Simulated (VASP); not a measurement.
Consider the following.

```
FeNi3
1.0
    3.51475     0.00000     0.00000
    0.00000     3.51475     0.00000
    0.00000     0.00000     3.51475
Fe Ni
1 3
Cartesian
  0.00000   0.00000   0.00000
  0.00000   1.75738   1.75738
  1.75738   0.00000   1.75738
  1.75738   1.75738   0.00000
```
Starting moments (μB, in the order of the record's atoms Fe Ni Ni Ni): 2.8 0.6 0.6 0.6.

Level of theory: rev-vdW-DF2, VASP's PBE PAW potentials (set 64) (plane waves; VASP). Settings: 520 eV cut-off, 8×8×8 Γ-centred mesh, first-order Methfessel-Paxton smearing of 0.10 eV, potentials Fe Ni.

Question: Estimate the cell moment, energy per atom (σ→0), band gap (on the k-mesh) with the smallest direct gap where there is one.

Answer: 
```json
{
  "band gap (on the k-mesh)": "none (metal, semimetal or under 0.01 eV)",
  "cell_moment": "4.63 μB",
  "energy per atom (σ→0)": "-3.981 eV/atom"
}
```

Question: Give the moment on each site (PAW-sphere projection).

Answer: 
```csv
site,moment (μB)
Fe1,2.83
Ni2,0.60
Ni3,0.60
Ni4,0.60
```

The absolute energy has meaning only against runs of the same code, potentials and settings.

The compound is Ni3Fe in the L1_2 structure. It was relaxed first. The start is the result of an earlier pass.
